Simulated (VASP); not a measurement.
The system is SrB3Pt.

```
Sr B Pt
1.0
     4.54056    0.00000    0.00000
     0.00000    4.54056    0.00000
     0.00000    0.00000    4.54056
Sr B Pt
1 3 1
Cartesian
  0.0000 0.0000 0.0000
  2.2703 0.0000 0.0000
  0.0000 2.2703 0.0000
  0.0000 0.0000 2.2703
  2.2703 2.2703 2.2703
```

The cell was built by a generator and needn't be a form met in nature.

```yaml
Program: VASP 6.6.1
Task: relaxation of cell and atoms
Functional: PBE
Potentials_or_basis: VASP PAW PBE potentials, release 64 (Sr_sv, B, Pt)
Cutoff: 600 eV
k_mesh: 5 × 5 × 5
Occupations: fermi-dirac, width 0.05 eV
Spin: no spin polarisation
Hubbard_terms: Pt d U = 3 eV
```

At the start: pressure 1.0 GPa; volume 18.72 Å³/atom.

How do energy, volume and symmetry change on relaxing?

Over 5 steps the energy falls by 6.1 meV/atom and the volume is 20.56 Å³/atom (+9.8 %); space group Pm-3m (No. 221, to 0.05 Å).

The path:
```
step  energy change (eV)  largest force (eV/Å)  pressure (GPa)  volume (Å³)
   1              0.0000                0.0000            0.97        93.61
   2             -0.0091                0.0000            0.83        95.16
   3             -0.0266                0.0000            0.37        99.90
   4             -0.0144                0.0000           -0.80       109.86
   5             -0.0307                0.0000            0.05       102.80
```

Final structure:
```
CELL_PARAMETERS angstrom
4.68454 0.00000 0.00000
0.00000 4.68454 0.00000
0.00000 0.00000 4.68454
ATOMIC_POSITIONS crystal
Sr 0.00000 0.00000 0.00000
B 0.50000 0.00000 0.00000
B 0.00000 0.50000 0.00000
B 0.00000 0.00000 0.50000
Pt 0.50000 0.50000 0.50000
```

Caveat: U without spin polarisation on a metal has little footing; the U is typed as a test and isn't derived for this compound.
